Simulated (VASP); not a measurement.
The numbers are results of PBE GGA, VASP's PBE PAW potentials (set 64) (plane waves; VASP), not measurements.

VASP ran on this input.

### KPOINTS
```
kpoints
0
gamma
2 2 2
0 0 0
```

**INCAR**
```
SYSTEM=TeW
PREC=Accurate; ENCUT=300; LREAL=.FALSE.
LASPH=.TRUE.
EDIFF=1E-6; NELM=100; ALGO=Normal
LMAXMIX=6
ISMEAR=0; SIGMA=0.1
GGA=PE
ISIF=2
LWAVE=.FALSE.; LCHARG=.FALSE.
```

### POSCAR
```
TeW
4.2046010
  1.0000000000   0.0000000000   0.0000000000
 -0.4999998811   0.8660253375   0.0000000000
  0.0000000000   0.0000000000   1.3937548414
W Te
2 2
Cart
  0.0000000000   0.0000000000   0.0000000000
  0.0000000000   0.0000000000   0.6968774207
 -0.0000004207   0.5773505137   0.3484387104
  0.5000005396   0.2886748238   1.0453161311
```

POTCAR, in this order: W_sv Te (PBE.64 set). Program: vasp_std.

The resulting files:

**OSZICAR**
```
       N       E                     dE             d eps       ncg     rms          rms(c)
DAV:   1     0.281102930755E+03    0.28110E+03   -0.15624E+04   224   0.115E+03
DAV:   2    -0.160247937243E+02   -0.29713E+03   -0.29408E+03   232   0.356E+02
DAV:   3    -0.292938872911E+02   -0.13269E+02   -0.12976E+02   256   0.714E+01
DAV:   4    -0.295518765463E+02   -0.25799E+00   -0.25785E+00   216   0.109E+01
DAV:   5    -0.295577525099E+02   -0.58760E-02   -0.58756E-02   256   0.158E+00    0.202E+01
DAV:   6    -0.286837731559E+02    0.87398E+00   -0.32749E+00   200   0.116E+01    0.807E+00
DAV:   7    -0.285740333113E+02    0.10974E+00   -0.34331E-01   224   0.309E+00    0.283E+00
DAV:   8    -0.285628134709E+02    0.11220E-01   -0.52236E-02   200   0.135E+00    0.616E-01
DAV:   9    -0.285613440486E+02    0.14694E-02   -0.43998E-03   240   0.504E-01    0.165E-01
DAV:  10    -0.285614567577E+02   -0.11271E-03   -0.27560E-04   256   0.120E-01    0.880E-02
DAV:  11    -0.285615061325E+02   -0.49375E-04   -0.86578E-05   192   0.595E-02    0.115E-02
DAV:  12    -0.285615089579E+02   -0.28255E-05   -0.69296E-06   184   0.143E-02    0.630E-03
DAV:  13    -0.285615081477E+02    0.81024E-06   -0.18302E-06   128   0.915E-03
   1 F= -.28561508E+02 E0= -.28514928E+02  d E =-.931606E-01
```

**OUTCAR**
```
------------------------ aborting loop because EDIFF is reached ----------------------------------------
  FORCE on cell =-STRESS in cart. coord.  units (eV):
  Direction    XX          YY          ZZ          XY          YZ          ZX
  --------------------------------------------------------------------------------------
  Total        2.1810107      2.1810103     -9.2017669      0.0000003     -0.0000000      0.0000000
  in kB       38.9472694     38.9472634   -164.3200112      0.0000053     -0.0000000      0.0000000
  external PRESSURE =     -28.8084928 kB  Pullay stress =       0.0000000 kB
  volume of cell :       89.72
      direct lattice vectors                 reciprocal lattice vectors
     4.204601000  0.000000000  0.000000000     0.237834696  0.137313904  0.000000000
    -2.102300000  3.641291000  0.000000000     0.000000000  0.274627872  0.000000000
     0.000000000  0.000000000  5.860183000     0.000000000  0.000000000  0.170643135
 POSITION                                       TOTAL-FORCE (eV/Angst)
 -----------------------------------------------------------------------------------
      0.00000      0.00000      0.00000         0.000000      0.000000     -0.000000
      0.00000      0.00000      2.93009        -0.000000      0.000000     -0.000000
     -0.00000      2.42753      1.46505        -0.000000      0.000000     -0.000000
      2.10230      1.21376      4.39514         0.000000     -0.000000      0.000000
 -----------------------------------------------------------------------------------
    total drift:                                0.000000     -0.000000      0.000000
  FREE ENERGIE OF THE ION-ELECTRON SYSTEM (eV)
  ---------------------------------------------------
  free  energy   TOTEN  =       -28.5615081477 eV

  energy  without entropy=      -28.4683475952  energy(sigma->0) =      -28.51492787
```
(Selected blocks of OUTCAR.)

At this cut-off the stress carries a Pulay error, which pulls relaxed volumes low.

The structure was generated: TeW was put into an ordered model structure, which need not be its known phase. The cell was not relaxed at this level. The k-mesh is coarse (spacing up to 0.86 per Å, 2π included), so the numbers may not be converged in it. The run is one of a series of settings (KPOINTS 2×2×2 Γ-centred mesh against the base run), some of them coarse on purpose.
